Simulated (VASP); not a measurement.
Data:

```yaml
crystal:
  lattice:
    - [0.00000, 2.99841, 2.99841]
    - [2.99841, 0.00000, 2.99841]
    - [11.99538, 11.99538, -0.00174]
  atoms:
    - { symbol: Al, position: [0.02244, 0.02244, 0.98317] }
    - { symbol: Al, position: [0.00752, 0.00752, 0.24436] }
    - { symbol: Al, position: [0.99327, 0.99327, 0.50505] }
    - { symbol: Al, position: [0.97833, 0.97833, 0.76625] }
    - { symbol: Sb, position: [0.26325, 0.26325, 0.05256] }
    - { symbol: Sb, position: [0.24934, 0.24934, 0.31299] }
    - { symbol: Sb, position: [0.23486, 0.23486, 0.57385] }
    - { symbol: P, position: [0.25099, 0.25099, 0.81176] }
```

All values below come from PBEsol GGA, VASP's PBE PAW potentials (set 64) (plane waves; VASP). Run with 400 eV cut-off, 7×7×2 Γ-centred mesh, tetrahedra with Blöchl corrections, potentials Al Sb P.

Unless said otherwise, spin-orbit coupling is left out, though it shifts the bands of the heavy elements here.

Q: Estimate the energy per atom (σ→0), band gap (on the k-mesh) with the smallest direct gap where there is one.

A: 
The band gap (on the k-mesh) is 0.26 eV. The smallest direct gap (on the k-mesh) comes out as 0.26 eV and the energy per atom (σ→0) is -4.637 eV/atom.

The absolute energy has meaning only against runs of the same code, potentials and settings.

The structure was generated: Al4PSb3 was put into an ordered model structure (R3m), which need not be its known phase. It was relaxed first.
